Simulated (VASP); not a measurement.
Given:

```
CELL_PARAMETERS angstrom
      0.00000     2.81844     2.81844
      2.81844     0.00000     2.81844
      2.81844     2.81844     0.00000
ATOMIC_POSITIONS crystal
  Zn 0.00000 0.00000 0.00000
  Se 0.25000 0.25000 0.25000
```

Computed with optB86b-vdW, VASP's PBE PAW potentials (set 64) (plane waves; VASP). Settings: 520 eV cut-off, 8×8×8 Γ-centred mesh, Gaussian smearing of 0.050 eV, potentials Zn Se.

**Question.** Give the stress tensor in GPa (positive for a compressed cell).

**Answer.** 
```
1.97  0.00  0.00
0.00  1.97  0.00
0.00  0.00  1.97
```
The pressure is its mean diagonal, 1.97 GPa.

The compound is ZnSe in the zinc blende structure. This cell is one point of a volume scan, at 0.97 of the reference volume.
